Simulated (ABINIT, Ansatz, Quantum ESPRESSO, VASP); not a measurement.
## One structure in several programs: Tc₃N (P-6m2, 4 atoms in the cell)

Self-consistent single point.

```yaml
crystal:
  lattice:
    - [2.79779, 0.00000, 0.00000]
    - [-1.39889, 2.42296, 0.00000]
    - [0.00000, 0.00000, 7.03934]
  atoms:
    - { symbol: Tc, position: [0.00000, 0.00000, 0.50000] }
    - { symbol: Tc, position: [0.66667, 0.33333, 0.80333] }
    - { symbol: Tc, position: [0.66667, 0.33333, 0.19667] }
    - { symbol: N, position: [0.00000, 0.00000, 0.00000] }
```

Shared settings, as Ansatz (a quantum-chemistry and plane-wave program) writes them: kpoints.mp_grid.grid = 14 14 5; scf.occupations.method = gaussian; scf.occupations.width = 0.0037 Ry. Potentials and cutoffs stand in the table.

| code | model | pressure (GPa) | largest force (eV/Å) | cutoff |
|---|---|---|---|---|
| Ansatz | LDA (PW92), default PAW files made with PBE | -11.82 | 0.303 | default |
| VASP | LDA (PZ), VASP's LDA PAW potentials (set 64) | -14.25 | 0.301 | 400 eV |
| Quantum ESPRESSO | LDA (PZ), GBRV 1.5 ultrasoft (LDA) pseudopotentials | -11.93 | 0.291 | 40 Ry |
| ABINIT | LDA (PW92), norm-conserving pseudopotentials (PseudoDojo nc-sr-04 LDA standard) | -11.33 | 0.279 | 88 Ry |

On Ansatz's run: spin polarisation is off.

The spread over the programs that give each value: pressure within 2.92 GPa; largest force within 0.024 eV/Å.

Ansatz's pressure is given at a fixed set of plane waves, as the other plane-wave codes print theirs; with its correction for the finite basis it is -11.75 GPa. The same LDA comes in different parametrisations, which differ slightly. In the pressure, VASP (by 2.37) lies more than 1 GPa from the median of the plane-wave programs.

VASP's run is marked for a possible Pulay error in its stress at this cutoff; no cutoff test was made.

The starting cell comes from a database of computed structures (which also holds hypothetical and non-ambient phases and stackings), without a prior relaxation at this level.

Left out of this page: SIESTA (not drawn, or without a comparable value).

Keys are those of Ansatz 0.2.
